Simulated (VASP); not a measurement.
Data:

```yaml
crystal:
  lattice:
    - [1.81210, -3.13865, 0.00000]
    - [1.81210, 3.13865, 0.00000]
    - [0.00000, 0.00000, 5.70122]
  atoms:
    - { symbol: Gd, position: [0.33333, 0.66667, 0.25000] }
    - { symbol: Gd, position: [0.66667, 0.33333, 0.75000] }
```

All values below come from optB86b-vdW, VASP's PBE PAW potentials (set 64) (plane waves; VASP 6.6.1). Run with 520 eV cut-off, 12×12×7 Γ-centred mesh, first-order Methfessel-Paxton smearing of 0.10 eV, potentials Gd_3.

The 4f electrons are frozen in the core of the lanthanide potential, so 4f levels, which can set the real gap, and their magnetism are missing.

Q: Give the stress tensor in GPa (positive for a compressed cell).

A: 
```
-1.32   0.00   0.00
 0.00  -1.32   0.00
 0.00   0.00  -1.28
```
The pressure is its mean diagonal, -1.31 GPa.

The compound is Gd in the hcp structure. This cell is one point of a volume scan, at 1.03 of the reference volume.
